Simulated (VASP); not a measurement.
OSZICAR of a VASP run on BaHfO$_{3}$ (cubic perovskite):

OSZICAR:
```
       N       E                     dE             d eps       ncg     rms          rms(c)
DAV:   1     0.243122368368E+03    0.24312E+03   -0.21398E+04   460   0.160E+03
DAV:   2    -0.299522899058E+02   -0.27307E+03   -0.26580E+03   582   0.352E+02
DAV:   3    -0.429544587757E+02   -0.13002E+02   -0.12981E+02   588   0.769E+01
DAV:   4    -0.432285360943E+02   -0.27408E+00   -0.27398E+00   683   0.982E+00
DAV:   5    -0.432325980233E+02   -0.40619E-02   -0.40618E-02   619   0.855E-01    0.555E+01
DAV:   6    -0.362579285836E+02    0.69747E+01   -0.44452E+01   558   0.378E+01    0.504E+01
DAV:   7    -0.361263428086E+02    0.13159E+00   -0.26508E+00   602   0.103E+01    0.331E+01
DAV:   8    -0.360966307702E+02    0.29712E-01   -0.42363E-01   586   0.542E+00    0.586E+00
DAV:   9    -0.360771988203E+02    0.19432E-01   -0.11930E-01   551   0.216E+00    0.147E+00
DAV:  10    -0.360769961710E+02    0.20265E-03   -0.10845E-02   608   0.694E-01    0.605E-01
DAV:  11    -0.360768157411E+02    0.18043E-03   -0.97105E-04   565   0.206E-01    0.172E-01
DAV:  12    -0.360768391522E+02   -0.23411E-04   -0.78402E-05   656   0.627E-02    0.156E-01
DAV:  13    -0.360768418292E+02   -0.26770E-05   -0.14183E-05   573   0.243E-02    0.156E-02
DAV:  14    -0.360768419637E+02   -0.13449E-06   -0.55750E-07   616   0.527E-03    0.263E-03
DAV:  15    -0.360768419360E+02    0.27752E-07   -0.30321E-07   548   0.407E-03
   1 F= -.36076842E+02 E0= -.36076842E+02  d E =-.749837E-11
```

**Question.** Which electronic solver shows in the log?

**Answer.** It is blocked Davidson (ALGO = Normal, or the opening steps of other solvers). The INCAR had ALGO = Normal.

**Question.** Can the final energy be trusted as converged?

**Answer.** The run converged. It stopped with EDIFF = 1E-7, NELM = 100 (rev-vdW-DF2, plane waves, VASP's PBE PAW potentials (set 64)).

The compound is BaHfO3 in the cubic perovskite structure. This cell is one point of a volume scan, at 1.03 of the reference volume.
